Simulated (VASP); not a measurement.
These are SCAN meta-GGA, VASP's PBE PAW potentials (set 64) (plane waves; VASP) values and carry that method's errors.

The input files of a VASP run:

KPOINTS:
```
Automatic mesh
0
gamma
 10 10 5
```

File POSCAR:
```
GaN
1
    1.5595057236    -2.7011431109     0.0000000000
    1.5595057236     2.7011431109     0.0000000000
    0.0000000000     0.0000000000     5.0833174254
Ga N
2 2
Direct
  0.6666670000   0.3333330000   0.5001192119
  0.3333330000   0.6666670000   0.0001192119
  0.6666670000   0.3333330000   0.8768807881
  0.3333330000   0.6666670000   0.3768807881
```

### INCAR
```
SYSTEM = GaN
PREC = Accurate; ENCUT = 520; LREAL = F
LASPH = T
EDIFF = 1E-7; NELM = 100; ALGO = Normal
LMAXMIX = 4; LMIXTAU = T
ISMEAR = 0; SIGMA = 0.05
METAGGA = SCAN
IBRION = 2; NSW = 30; ISIF = 4
EDIFFG = -0.01
LWAVE = F; LCHARG = F
```

POTCAR, in this order: Ga_d N (PBE.64 set). Program: vasp_std.

Output

OSZICAR:
```
       N       E                     dE             d eps       ncg     rms          rms(c)
DAV:   1     0.252010675823E+03    0.25201E+03   -0.19096E+04  1956   0.321E+03
DAV:   2    -0.272585685718E+02   -0.27927E+03   -0.27068E+03  2054   0.543E+02
DAV:   3    -0.623002790636E+02   -0.35042E+02   -0.34533E+02  2118   0.159E+02
DAV:   4    -0.637414717658E+02   -0.14412E+01   -0.14373E+01  2558   0.340E+01
DAV:   5    -0.637656671358E+02   -0.24195E-01   -0.24188E-01  2068   0.408E+00    0.105E+01
DAV:   6    -0.529068108648E+02    0.10859E+02   -0.14142E+01  3434   0.699E+01    0.296E+00
DAV:   7    -0.530870339149E+02   -0.18022E+00   -0.20234E+00  2126   0.154E+01    0.255E+00
DAV:   8    -0.546465926877E+02   -0.15596E+01   -0.11658E+00  2516   0.937E+00    0.170E+00
DAV:   9    -0.531480637779E+02    0.14985E+01   -0.68469E-01  1992   0.668E+00    0.566E-01
DAV:  10    -0.536390569510E+02   -0.49099E+00   -0.19196E-01  1962   0.490E+00    0.314E-01
DAV:  11    -0.536656607601E+02   -0.26604E-01   -0.25803E-02  2000   0.199E+00    0.205E-01
DAV:  12    -0.536658569838E+02   -0.19622E-03   -0.10845E-03  2380   0.323E-01    0.212E-01
DAV:  13    -0.536626149777E+02    0.32420E-02   -0.16495E-02  2984   0.169E+00    0.184E-01
DAV:  14    -0.536724278008E+02   -0.98128E-02   -0.77700E-03  2216   0.122E+00    0.204E-01
DAV:  15    -0.536774188188E+02   -0.49910E-02   -0.31339E-03  1884   0.761E-01    0.169E-01
DAV:  16    -0.536772141984E+02    0.20462E-03   -0.14787E-04  2474   0.162E-01    0.163E-01
DAV:  17    -0.536773099755E+02   -0.95777E-04   -0.88619E-05  1962   0.132E-01    0.141E-01
DAV:  18    -0.536772634877E+02    0.46488E-04   -0.11808E-04  2600   0.116E-01    0.120E-01
DAV:  19    -0.536772614592E+02    0.20285E-05   -0.16332E-05  1954   0.480E-02    0.113E-01
DAV:  20    -0.536772541877E+02    0.72715E-05   -0.48540E-06  2770   0.427E-02    0.996E-02
DAV:  21    -0.536772067913E+02    0.47396E-04   -0.21502E-05  2856   0.918E-02    0.684E-02
DAV:  22    -0.536771891467E+02    0.17645E-04   -0.21265E-05  3524   0.784E-02    0.416E-02
DAV:  23    -0.536771753723E+02    0.13774E-04   -0.10749E-05  3458   0.604E-02    0.205E-02
DAV:  24    -0.536771733591E+02    0.20132E-05   -0.46106E-06  3444   0.304E-02    0.104E-02
DAV:  25    -0.536771718611E+02    0.14980E-05   -0.66061E-07  2700   0.125E-02    0.717E-03
DAV:  26    -0.536771629529E+02    0.89082E-05   -0.16910E-06  2726   0.310E-02    0.132E-03
DAV:  27    -0.536771598533E+02    0.30996E-05   -0.61821E-07  2016   0.734E-03    0.544E-04
DAV:  28    -0.536771594750E+02    0.37834E-06   -0.13711E-08   972   0.220E-03    0.402E-04
DAV:  29    -0.536771591165E+02    0.35845E-06   -0.22615E-08   978   0.145E-03    0.378E-04
DAV:  30    -0.536771593704E+02   -0.25392E-06   -0.49198E-09   966   0.797E-04    0.381E-04
DAV:  31    -0.536771596422E+02   -0.27176E-06   -0.18084E-09   960   0.547E-04    0.150E-04
DAV:  32    -0.536771597171E+02   -0.74949E-07   -0.43155E-10   954   0.406E-04
   1 F= -.53677160E+02 E0= -.53677160E+02  d E =-.536772E+02
       N       E                     dE             d eps       ncg     rms          rms(c)
DAV:   1    -0.536776247175E+02   -0.46508E-03   -0.12141E-02  2132   0.979E-01    0.126E-01
DAV:   2    -0.536773630072E+02    0.26171E-03   -0.70969E-04  2148   0.421E-01    0.764E-02
DAV:   3    -0.536771725492E+02    0.19046E-03   -0.31299E-04  2720   0.295E-01    0.743E-03
DAV:   4    -0.536772310475E+02   -0.58498E-04   -0.88265E-05  1884   0.116E-01    0.497E-03
DAV:   5    -0.536771898549E+02    0.41193E-04   -0.29685E-05  1884   0.757E-02    0.221E-03
DAV:   6    -0.536772234151E+02   -0.33560E-04   -0.15984E-05  1860   0.546E-02    0.843E-04
DAV:   7    -0.536772129662E+02    0.10449E-04   -0.11541E-06  2024   0.133E-02    0.654E-04
DAV:   8    -0.536772143537E+02   -0.13875E-05   -0.46915E-08  1554   0.249E-03    0.508E-04
DAV:   9    -0.536772145993E+02   -0.24564E-06   -0.23798E-08  1092   0.213E-03    0.114E-04
DAV:  10    -0.536772158494E+02   -0.12500E-05   -0.27799E-08   978   0.245E-03    0.105E-04
DAV:  11    -0.536772156212E+02    0.22812E-06   -0.56471E-09   978   0.102E-03    0.803E-05
DAV:  12    -0.536772155890E+02    0.32240E-07   -0.13400E-09   966   0.523E-04
   2 F= -.53677216E+02 E0= -.53677216E+02  d E =-.558718E-04
       N       E                     dE             d eps       ncg     rms          rms(c)
DAV:   1    -0.536772278977E+02   -0.12276E-04   -0.31393E-04  2138   0.157E-01    0.202E-02
DAV:   2    -0.536772193119E+02    0.85859E-05   -0.18406E-05  2154   0.678E-02    0.123E-02
DAV:   3    -0.536772223250E+02   -0.30131E-05   -0.81736E-06  2702   0.476E-02    0.119E-03
DAV:   4    -0.536772149218E+02    0.74032E-05   -0.23400E-06  1908   0.190E-02    0.805E-04
DAV:   5    -0.536772216120E+02   -0.66902E-05   -0.78163E-07  1878   0.123E-02    0.359E-04
DAV:   6    -0.536772163023E+02    0.53097E-05   -0.41169E-07  1728   0.880E-03    0.135E-04
DAV:   7    -0.536772180148E+02   -0.17125E-05   -0.30158E-08  1026   0.221E-03    0.107E-04
DAV:   8    -0.536772177260E+02    0.28878E-06   -0.25200E-09   960   0.663E-04    0.804E-05
DAV:   9    -0.536772178843E+02   -0.15828E-06   -0.71889E-10   936   0.407E-04    0.303E-05
DAV:  10    -0.536772176339E+02    0.25040E-06   -0.52720E-10   942   0.363E-04    0.257E-05
DAV:  11    -0.536772175480E+02    0.85829E-07   -0.37787E-10   942   0.280E-04
   3 F= -.53677218E+02 E0= -.53677218E+02  d E =-.578309E-04
       N       E                     dE             d eps       ncg     rms          rms(c)
DAV:   1    -0.536772447701E+02   -0.27136E-04   -0.14262E-02  1900   0.948E-01    0.437E-02
DAV:   2    -0.536772487066E+02   -0.39366E-05   -0.50579E-04  2344   0.245E-01    0.253E-02
DAV:   3    -0.536772630021E+02   -0.14295E-04   -0.45654E-05  2396   0.773E-02    0.744E-03
DAV:   4    -0.536772407101E+02    0.22292E-04   -0.21813E-05  1866   0.492E-02    0.178E-03
DAV:   5    -0.536772553631E+02   -0.14653E-04   -0.47028E-06  1896   0.240E-02    0.103E-03
DAV:   6    -0.536772510874E+02    0.42758E-05   -0.81113E-07  1988   0.108E-02    0.384E-04
DAV:   7    -0.536772536725E+02   -0.25851E-05   -0.44835E-07  1812   0.809E-03    0.141E-04
DAV:   8    -0.536772534352E+02    0.23724E-06   -0.26052E-08  1284   0.184E-03    0.912E-05
DAV:   9    -0.536772533996E+02    0.35569E-07   -0.28471E-09   978   0.617E-04
   4 F= -.53677253E+02 E0= -.53677253E+02  d E =-.358516E-04
```

### OUTCAR
```
------------------------ aborting loop because EDIFF is reached ----------------------------------------
  FORCE on cell =-STRESS in cart. coord.  units (eV):
  Direction    XX          YY          ZZ          XY          YZ          ZX
  --------------------------------------------------------------------------------------
  Total        3.7284785      3.7284783      3.7251281      0.0000000      0.0000000      0.0000000
  in kB      139.4859386    139.4859339    139.3605984      0.0000000      0.0000000      0.0000000
  external PRESSURE =     139.4441570 kB  Pullay stress =       0.0000000 kB
  volume of cell :       42.83
      direct lattice vectors                 reciprocal lattice vectors
     1.560464031 -2.702802940  0.000000000     0.320417511 -0.184993139  0.000000000
     1.560464031  2.702802940  0.000000000     0.320417511  0.184993139  0.000000000
     0.000000000  0.000000000  5.077075855    -0.000000000  0.000000000  0.196963770
  FREE ENERGIE OF THE ION-ELECTRON SYSTEM (eV)
  ---------------------------------------------------
  free  energy   TOTEN  =       -53.6772533996 eV

  energy  without entropy=      -53.6772533996  energy(sigma->0) =      -53.67725340

 reached required accuracy - stopping structural energy minimisation
```
(Selected blocks of OUTCAR.)

### CONTCAR
```
GaN
   1.00000000000000
     1.5604640308308100   -2.7028029399501268    0.0000000000000000
     1.5604640308308100    2.7028029399501268    0.0000000000000000
     0.0000000000000000    0.0000000000000000    5.0770758554480517
  Ga              N
     2     2
Direct
     0.6666669999999968    0.3333330000000032    0.4998971729885190
     0.3333330000000032    0.6666669999999968    0.9998971729885190
     0.6666669999999968    0.3333330000000032    0.8771028270114835
     0.3333330000000032    0.6666669999999968    0.3771028270114835
```

OUTCAR:
```
 val. band max:        5.7434706633   @ k =   0.0000   0.0000   0.0000

 cond. band min:       8.4071026772   @ k =   0.0000   0.0000   0.0000


 Fermi energy:         5.9441603593

 k-point     1 :       0.0000    0.0000    0.0000
  band No.  band energies     occupation
      1     -11.6454      2.00000
      2     -10.4533      2.00000
      3      -8.1318      2.00000
      4      -8.1156      2.00000
      5      -8.1156      2.00000
      6      -8.0344      2.00000
      7      -8.0344      2.00000
      8      -7.7728      2.00000
      9      -7.7728      2.00000
     10      -7.6556      2.00000
     11      -7.6556      2.00000
     12      -6.5453      2.00000
     13      -1.8658      2.00000
     14       4.5918      2.00000
     15       4.5918      2.00000
     16       5.7119      2.00000
     17       5.7435      2.00000
     18       5.7435      2.00000
     19       8.4071      0.00000
     20      10.8725      0.00000
     21      16.0456      0.00000
     22      16.6276      0.00000

 k-point     2 :       0.1000   -0.0000    0.0000
  band No.  band energies     occupation
      1     -11.5356      2.00000
      2     -10.4179      2.00000
      3      -8.1218      2.00000
      4      -8.0978      2.00000
      5      -8.0836      2.00000
      6      -8.0203      2.00000
      7      -8.0101      2.00000
      8      -7.7832      2.00000
      9      -7.7739      2.00000
     10      -7.6773      2.00000
     11      -7.6526      2.00000
     12      -6.4771      2.00000
     13      -1.7097      2.00000
     14       3.8411      2.00000
     15       4.3619      2.00000
     16       4.9305      2.00000
     17       5.6018      2.00000
     18       5.6440      2.00000
     19       9.1407      0.00000
     20      11.4974      0.00000
     21      15.6193      0.00000
     22      16.0236      0.00000

 k-point     3 :       0.2000   -0.0000    0.0000
  band No.  band energies     occupation
      1     -11.2418      2.00000
...
```

The compound is GaN in the wurtzite structure. This cell is one point of a volume scan, at 0.94 of the reference volume. Symmetry was kept, so distortions that lower it aren't found.
